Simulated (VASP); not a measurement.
An input for Ansatz (written as the equivalent of a VASP run, and not itself run):

Ansatz 0.2 input:
```yaml
crystal:
  lattice:
    - [0.0000000, 2.7050000, 2.7050000]
    - [2.7050000, 0.0000000, 2.7050000]
    - [2.7050000, 2.7050000, 0.0000000]
  atoms:
    - { symbol: Zn, position: [0.0000000, 0.0000000, 0.0000000] }
    - { symbol: S, position: [0.7500000, 0.7500000, 0.7500000] }
kpoints:
  mp_grid: { grid: [8, 8, 8] }
hamiltonian:
  xc: r2scan
  pseudopotentials: { kind: paw }
scf:
  occupations: { method: gaussian, width: 0.05 }
  max_iter: 100
relax:
  max_steps: 60
  f_tol: 0.01
  cell: {}
output: { forces: true, stress: true, eigenvalues: true }
```

Write the VASP files for the same calculation (r2SCAN).

One answer among several that fit: 
INCAR:
```
! general
SYSTEM  = ZnS
PREC    = Accurate
ENCUT   = 480   ! plane-wave cut-off (eV)
LREAL   = F   ! projection in real space or not
LASPH   = T   ! aspherical one-centre terms

! electronic loop
EDIFF   = 1E-6   ! SCF stop (eV)
NELM    = 100
ALGO    = Normal   ! blocked Davidson
LMAXMIX = 4   ! l cut-off of mixed one-centre charges
LMIXTAU = T

! smearing
ISMEAR  = 0   ! Gaussian
SIGMA   = 0.05

! functional
METAGGA = R2SCAN

! ions
IBRION  = 2   ! conjugate gradients
NSW     = 60   ! most ionic steps
ISIF    = 3   ! ions, shape and volume
EDIFFG  = -0.01

! output
LWAVE   = F
LCHARG  = F
```

### KPOINTS
```
kpoints
0
gamma
  8 8 8
```

**POSCAR**
```
ZnS
1.0
  0.0000000000   2.7050000000   2.7050000000
  2.7050000000   0.0000000000   2.7050000000
  2.7050000000   2.7050000000   0.0000000000
Zn S
1 1
Cart
  0.0000000000   0.0000000000   0.0000000000
  4.0575000000   4.0575000000   4.0575000000
```

POTCAR, in this order: Zn S (PBE.64 set). Program: vasp_std.

What does not carry over: each code has its own PAW files, so the cut-off isn't converted (ENCUT is set for VASP's; basis.ecutwfc is left out, and Ansatz then takes the one that its files recommend); Ansatz stops its SCF on the density residual and VASP on the energy change (EDIFF).

The compound is ZnS in the zinc blende structure. This run relaxes it. Symmetry was kept, so distortions that lower it aren't found.
